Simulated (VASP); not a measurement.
Si:

```
Si
1.0
     0.00000    2.73484    2.73484
     2.73484    0.00000    2.73484
     2.73484    2.73484    0.00000
Si
2
Direct
  0.75000 0.75000 0.75000
  0.50000 0.50000 0.50000
```

| Quantity | Value |
| --- | --- |
| Program | VASP 6.6.1 |
| Task | relaxation of cell and atoms |
| Functional | PBE |
| Dispersion | D3(BJ) |
| Potentials or basis | VASP PAW PBE potentials, release 64 (Si) |
| Cutoff | 600 eV |
| k mesh | 10 × 10 × 10 |
| Occupations | gaussian, width 0.02 eV |
| Spin | no spin polarisation |

At the start: pressure -2.3 GPa; volume 20.45 Å³/atom.

Question: Where does the relaxation end?

Answer: Over 3 steps the energy falls by 4.2 meV/atom and the volume is 19.90 Å³/atom (-2.7 %); space group Fd-3m (No. 227, to 0.05 Å).

Step by step:
```
step  energy change (eV)  largest force (eV/Å)  pressure (GPa)  volume (Å³)
   1              0.0000                0.0000           -2.34        40.91
   2             -0.0053                0.0000            1.56        39.16
   3             -0.0084                0.0000            0.01        39.80
```

Final structure:
```
Si
1.0
     0.00000    2.70994    2.70994
     2.70994    0.00000    2.70994
     2.70994    2.70994    0.00000
Si
2
Direct
  0.75000 0.75000 0.75000
  0.50000 0.50000 0.50000
```
